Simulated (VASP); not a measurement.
```
ZnO
1.0
    1.66346    -2.88120     0.00000
    1.66346     2.88120     0.00000
    0.00000     0.00000     5.36729
Zn O
2 2
Cartesian
  1.66346  -0.96040   2.68928
  1.66346   0.96040   0.00564
  1.66346  -0.96040   4.72831
  1.66346   0.96040   2.04467
```

Calculation: RPBE GGA, VASP's PBE PAW potentials (set 64) (plane waves; VASP). Numerical set-up: 520 eV cut-off, 9×9×5 Γ-centred mesh, tetrahedra with Blöchl corrections, potentials Zn O.

The cores are frozen, which limits the accuracy of field gradients.

Give the principal components of the electric field gradient (V/Å²) and the asymmetry η at each nucleus.

```tsv
atom	Vxx	Vyy	Vzz	η
Zn1	-2.7	-2.7	5.4	0.00
Zn2	-2.7	-2.7	5.4	0.00
O3	0.7	0.7	-1.4	0.00
O4	0.7	0.7	-1.4	0.00
```

The compound is ZnO in the wurtzite structure. It was relaxed first, which changed the volume by +8 %.
